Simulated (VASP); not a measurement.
The input files of a VASP run:

### KPOINTS
```
Automatic mesh
0
Gamma
9 9 9
0 0 0
```

POSCAR:
```
Na
1
   -2.1300000000     2.1300000000     2.1300000000
    2.1300000000    -2.1300000000     2.1300000000
    2.1300000000     2.1300000000    -2.1300000000
Na
1
Direct
  0.0000000000   0.0000000000   0.0000000000
```

**INCAR**
```
ALGO=Normal
ISMEAR=0   ! Gaussian
PREC=Accurate
SIGMA=0.1   ! width (eV)
ENCUT=300
ISIF=2
LREAL=.FALSE.   ! projection in real space or not
LWAVE=.FALSE.
GGA=PE   ! PBE
EDIFF=1E-6
LCHARG=.FALSE.
SYSTEM=Na
NELM=100   ! most electronic steps
LASPH=.TRUE.   ! aspherical one-centre terms
```

POTCAR, in this order: Na_pv (PBE.64 set). Program: vasp_std.

**Question.** Write an equivalent input for Quantum ESPRESSO's pw.x.

**Answer.** One equivalent input (not run):
```
&CONTROL
  calculation = 'scf'
  pseudo_dir = './pseudo'
  outdir = './out'
  tprnfor = .true.
  tstress = .true.
/
&SYSTEM
  ibrav = 0
  nat = 1
  ntyp = 1
  ecutwfc = 88
  occupations = 'smearing'
  smearing = 'gaussian'
  degauss = 0.00735
  input_dft = 'pbe'
/
&ELECTRONS
  conv_thr = 7.3e-08
  electron_maxstep = 100
/
ATOMIC_SPECIES
  Na 22.990 Na.upf
CELL_PARAMETERS angstrom
    -2.1300000    2.1300000    2.1300000
     2.1300000   -2.1300000    2.1300000
     2.1300000    2.1300000   -2.1300000
ATOMIC_POSITIONS crystal
  Na   0.0000000  0.0000000  0.0000000
K_POINTS automatic
  9 9 9 0 0 0
```
Limits of the translation: the potentials are each code's own (VASP's PAW set, PseudoDojo norm-conserving files in pw.x), so ENCUT and ecutwfc are chosen apart and not converted; conv_thr bounds pw.x's estimated SCF error, while EDIFF bounds the energy change between steps.

The structure is a typed Na crystal. The cell was not relaxed at this level.
